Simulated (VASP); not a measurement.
# GW-BSE spectrum of CaO (Lime), part 3 of 4

Wanted: the lowest vertical excitons of CaO (Lime) and its absorption. The cell is of the rock-salt type, one of the forms listed for this formula. The start is a cell from a database of measured crystal structures.

VASP 6.6.1, plane waves and PAW; the level of theory is named at each step.

So far, quasiparticle gap on the mesh (eV): step 4 (G0W0) 5.76.

### Step 5. BSE, Tamm-Dancoff

This step: BSE on G0W0 on PBE; plane waves and PAW (Ca_sv_GW, O_GW) (VASP 6.6.1).

The Bethe-Salpeter equation adds the screened attraction of electron and hole to the quasiparticle pairs; ANTIRES = 0 leaves out the coupling to antiresonant pairs.

File INCAR:

```
SYSTEM = CaO
PREC = Accurate
ENCUT = 440
ISMEAR = 0
SIGMA = 0.01
LREAL = .FALSE.
GGA = PE
NBANDS = 64
ALGO = BSE
NBANDSO = 3
NBANDSV = 4
OMEGAMAX = 25
NEDOS = 1000
CSHIFT = 0.1
PRECFOCK = Fast
LWAVE = .FALSE.
LCHARG = .FALSE.
ENCUTGW = 100
ANTIRES = 0
```

File POSCAR:

```
CaO
1.0
    0.0000000000      2.4065000000      2.4065000000
    2.4065000000      0.0000000000      2.4065000000
    2.4065000000      2.4065000000      0.0000000000
Ca O
1 1
Direct
    0.0000000000      0.0000000000      0.0000000000
    0.5000000000      0.5000000000      0.5000000000
```

File KPOINTS:

```
Automatic mesh
0
Gamma
10 10 10
0 0 0
```

Potentials, in the order of the species: Ca_sv_GW and O_GW (PBE family, release 64).

Launch:

```console
mpirun -np 8 vasp_std
```

Log:

```text
[banner, memory and clock lines left out]
running    8 mpi-ranks, on    1 nodes
 distrk:  each k-point on    8 cores,    1 groups
 distr:  one band on    1 cores,    8 groups

 POSCAR found type information on POSCAR CaO
 POSCAR found :  2 types and       2 ions
|                                                                             |
|           W    W    AA    RRRRR   N    N  II  N    N   GGGG   !!!           |
|           W    W   A  A   R    R  NN   N  II  NN   N  G    G  !!!           |
|           W    W  A    A  R    R  N N  N  II  N N  N  G       !!!           |
|           W WW W  AAAAAA  RRRRR   N  N N  II  N  N N  G  GGG   !            |
|           WW  WW  A    A  R   R   N   NN  II  N   NN  G    G                |
|           W    W  A    A  R    R  N    N  II  N    N   GGGG   !!!           |
|                                                                             |
|     For optimal performance we recommend to set                             |
|       NCORE = 2 up to number-of-cores-per-socket                            |
|     NCORE specifies how many cores store one orbital (NPAR=cpu/NCORE).      |
|     This setting can greatly improve the performance of VASP for DFT.       |
|     The default, NCORE=1 might be grossly inefficient on modern             |
|     multi-core architectures or massively parallel machines. Do your        |
|     Unfortunately you need to use the default for GW and RPA                |
|     calculations (for HF NCORE is supported but not extensively tested      |
|     yet).                                                                   |
|                                                                             |

|                                                                             |
|           W    W    AA    RRRRR   N    N  II  N    N   GGGG   !!!           |
|           W    W   A  A   R    R  NN   N  II  NN   N  G    G  !!!           |
|           W    W  A    A  R    R  N N  N  II  N N  N  G       !!!           |
|           W WW W  AAAAAA  RRRRR   N  N N  II  N  N N  G  GGG   !            |
|           WW  WW  A    A  R   R   N   NN  II  N   NN  G    G                |
|           W    W  A    A  R    R  N    N  II  N    N   GGGG   !!!           |
|                                                                             |
|     The default for ENCUTGWSOFT is different in this version of VASP.       |
|     please manually set ENCUTGWSOFT =100 in the INCAR file.                 |
|                                                                             |

 LDA part: xc-table for (Slater+PW92), standard interpolation
 found WAVECAR, reading the header
 POSCAR, INCAR and KPOINTS ok, starting setup
 FFT: planning ... GRIDC
 FFT: planning ... GRID_SOFT
 FFT: planning ... GRID
 reading WAVECAR
 the WAVECAR file was read successfully
 initial charge from wavefunction
 available memory per node:     45.98 GB, setting MAXMEM to     47085

 The Fermi energy was updated, please check that it is located mid-gap
 values below the HOMO (VB) or above the LUMO (CB) will cause erroneous energies
 E-fermi :   6.7607

 the WAVEDER file was read successfully
 responsefunction array rank=      72

 min. memory requirement per mpi rank    291.1 MB, per node   2328.8 MB

 Doing            0  frequencies on each core in blocks of            0
 Found all WFULLXXXX.tmp files
 reading now WFULL0001.tmp
 reading now WFULL0002.tmp
 reading now WFULL0003.tmp
 reading now WFULL0004.tmp
 reading now WFULL0005.tmp
 reading now WFULL0006.tmp
 reading now WFULL0007.tmp
 reading now WFULL0008.tmp
 reading now WFULL0009.tmp
 reading now WFULL0010.tmp
 reading now WFULL0011.tmp
 reading now WFULL0012.tmp
 reading now WFULL0013.tmp
 reading now WFULL0014.tmp
 reading now WFULL0015.tmp
 reading now WFULL0016.tmp
 reading now WFULL0017.tmp
 reading now WFULL0018.tmp
 reading now WFULL0019.tmp
 reading now WFULL0020.tmp
 reading now WFULL0021.tmp
 reading now WFULL0022.tmp
 reading now WFULL0023.tmp
 reading now WFULL0024.tmp
 reading now WFULL0025.tmp
 reading now WFULL0026.tmp
 reading now WFULL0027.tmp
 reading now WFULL0028.tmp
 reading now WFULL0029.tmp
 reading now WFULL0030.tmp
 reading now WFULL0031.tmp
 reading now WFULL0032.tmp
 reading now WFULL0033.tmp
 reading now WFULL0034.tmp
 reading now WFULL0035.tmp
 reading now WFULL0036.tmp
 reading now WFULL0037.tmp
 reading now WFULL0038.tmp
 reading now WFULL0039.tmp
 reading now WFULL0040.tmp
 reading now WFULL0041.tmp
 reading now WFULL0042.tmp
 reading now WFULL0043.tmp
 reading now WFULL0044.tmp
 reading now WFULL0045.tmp
 reading now WFULL0046.tmp
 reading now WFULL0047.tmp
 parallelization over k-points
 Using distributed matrix
 Using distributed eigensolver
 allocating two-electron 4 orbital integral table    3    4    3    4
 BSE setting up matrix
 available memory per node:     45.53 GB, setting MAXMEM to     46618
 Calculate matrix elements of the BSE Hamiltonian:
 Workload is divided into blocks of two-electron 4 orbital integrals computed in
  parallel.
 Each block/integral has dimensions  of (   3,   4,   3,   4) orbitals
 Total number of blocks/integrals:               500500
 Number of spins:                                     1
 Number of kpoints:                                1000
 Spin channel:                                        1
  Number of blocks of unoccupied bands:               1
  Number of blocks of occupied bands:                 1
 Number of rows/columns of blocks:                 1000

                                                        Time (sec)
               Integrals                 Ranks       Real         CPU
  [         1 -       8000/    500500]     8         2.65        0.00
  [      8001 -      16000/    500500]     8         5.25        0.00
  [     16001 -      24000/    500500]     8         7.73        0.00
  [     24001 -      32000/    500500]     8        10.32        0.00
  [     32001 -      40000/    500500]     8        12.79        0.00
  [     40001 -      48000/    500500]     8        14.46        0.00
  [     48001 -      56000/    500500]     8        15.87        0.00
  [     56001 -      64000/    500500]     8        17.48        0.00
  [     64001 -      72000/    500500]     8        18.85        0.00
  [     72001 -      80000/    500500]     8        20.16        0.00
  [     80001 -      88000/    500500]     8        21.47        0.00
  [     88001 -      96000/    500500]     8        22.76        0.00
  [     96001 -     104000/    500500]     8        24.06        0.00
  [    104001 -     112000/    500500]     8        25.37        0.00
  [    112001 -     120000/    500500]     8        26.68        0.00
  [    120001 -     128000/    500500]     8        28.00        0.00
  [    128001 -     136000/    500500]     8        29.32        0.00
  [    136001 -     144000/    500500]     8        30.64        0.00
  [    144001 -     152000/    500500]     8        31.99        0.00
  [    152001 -     160000/    500500]     8        33.30        0.00
  [    160001 -     168000/    500500]     8        34.64        0.00
  [    168001 -     176000/    500500]     8        36.01        0.00
  [    176001 -     184000/    500500]     8        37.32        0.00
  [    184001 -     192000/    500500]     8        38.62        0.00
  [    192001 -     200000/    500500]     8        39.95        0.00
  [    200001 -     208000/    500500]     8        41.28        0.00
  [    208001 -     216000/    500500]     8        42.68        0.00
  [    216001 -     224000/    500500]     8        44.22        0.00
  [    224001 -     232000/    500500]     8        45.97        0.00
  [    232001 -     240000/    500500]     8        47.72        0.00
  [    240001 -     248000/    500500]     8        49.44        0.00
  [    248001 -     256000/    500500]     8        51.10        0.00
  [    256001 -     264000/    500500]     8        52.69        0.00
  [    264001 -     272000/    500500]     8        54.28        0.00
  [    272001 -     280000/    500500]     8        55.75        0.00
  [    280001 -     288000/    500500]     8        57.19        0.00
  [    288001 -     296000/    500500]     8        58.64        0.00
  [    296001 -     304000/    500500]     8        60.02        0.00
  [    304001 -     312000/    500500]     8        61.46        0.00
  [    312001 -     320000/    500500]     8        62.84        0.00
  [    320001 -     328000/    500500]     8        64.37        0.00
  [    328001 -     336000/    500500]     8        65.80        0.00
  [    336001 -     344000/    500500]     8        67.81        0.00
  [    344001 -     352000/    500500]     8        69.54        0.00
  [    352001 -     360000/    500500]     8        71.20        0.00
  [    360001 -     368000/    500500]     8        73.05        0.00
  [    368001 -     376000/    500500]     8        75.13        0.00
  [    376001 -     384000/    500500]     8        76.68        0.00
  [    384001 -     392000/    500500]     8        78.39        0.00
  [    392001 -     400000/    500500]     8        79.84        0.00
  [    400001 -     408000/    500500]     8        81.44        0.00
  [    408001 -     416000/    500500]     8        83.13        0.00
  [    416001 -     424000/    500500]     8        85.45        0.00
  [    424001 -     432000/    500500]     8        87.78        0.00
  [    432001 -     440000/    500500]     8        90.00        0.00
  [    440001 -     448000/    500500]     8        91.70        0.00
  [    448001 -     456000/    500500]     8        93.41        0.00
  [    456001 -     464000/    500500]     8        95.16        0.00
  [    464001 -     472000/    500500]     8        96.85        0.00
  [    472001 -     480000/    500500]     8        98.21        0.00
  [    480001 -     488000/    500500]     8        99.53        0.00
  [    488001 -     496000/    500500]     8       101.09        0.00
  [    496001 -     500000/    500500]     8       101.77        0.00
  [    500001 -     500500/    500500]     8       101.94        0.00

 BSE redistributing all elements
 BSE diagonalizing matrix PDSYEVX_ZHEEVX_DESC
 BSE calculating oscillator strength
```

Run time: 6.2 min. Hardware: 8 MPI ranks of Intel Xeon 6975P-C (Granite Rapids), shared host; peak memory 9.8 GiB; 49 min of CPU time.

From OUTCAR (step 5):

```text
   NELECT =      16.0000    total number of electrons

 E-fermi :   6.7607

[... 8 parts as in an earlier step ...]

[... 2 further parts left out ...]
```

This step gave:

| Quantity | Value |
| --- | --- |
| lowest excitation | 5.672 eV |
| direct gap less the lowest excitation | 0.4212 eV |

The imaginary dielectric function, xx has structure finer than the step of the table below, so its rows give means over 1 eV, whole bins alone (the curve runs from 0 to 25 eV). Peaks (eV: height): 5.8: 7.06, 6.2: 6.64, 7.2: 5.51, 7.9: 3.54, 8.3: 4.17, 9.6: 3.44, 11.4: 2.96.

From 3 filled and 4 empty bands alone, without any pair above OMEGAMAX = 25 eV, so strength is missing wherever others contribute; lines are broadened by CSHIFT, which also makes the tail under the first line. The imaginary dielectric function, xx by photon energy; means over each step:

photon energy (eV), imaginary dielectric function, xx and a bar:
```
        1       0.01 
        2       0.02 
        3       0.03 
        4       0.07 
        5       0.39 ##
        6       4.63 ##############################
        7       3.44 ######################
        8       3.05 ####################
        9       2.35 ###############
       10       2.22 ##############
       11       2.04 #############
       12       2.18 ##############
       13       0.64 ####
       14       0.14 #
       15       0.03 
       16       0.02 
       17       0.01 
       18       0.01 
       19       0.01 
       20       0.01 
       21       0.00 
       22       0.00 
       23       0.00 
       24       0.00
```

Some of the lowest 40 states alone, with states under 2.5 meV apart joined, scaled to the strongest line shown. Lines of the exciton spectrum (strongest = 100):

```csv
position (eV),lines merged,oscillator strength
5.672,3,39
5.745,3,0.0
5.750,3,100
5.988,3,0.0
5.990,3,57
6.044,6,0.0
6.162,3,89
6.210,3,0.0
6.214,3,20
6.277,3,0.0
6.280,2,0.0
6.282,1,0.0
```

The lowest excitation lies at 5.672 eV, -421 meV against the direct gap of these orbitals. No second mesh in this session tests these energies, peaks and heights.

(Part 3 of 4 ends here.)

[Lines on the potential files, build, host, timing and source positions are cut from VASP's logs without a mark.]

[Logs are printed without paths, hosts, clocks, repeated set-up lines and the standing remarks that a program may print on its own settings, such as how far it seeks lower states.]

[Hosts, paths, dates, database ids (printed as entryN), source tags and the programs' standing remarks are cut or masked in the printed files.]

[Pressures printed for these runs are not shown converged in the cutoff: they can be off by several GPa and have the wrong sign.]
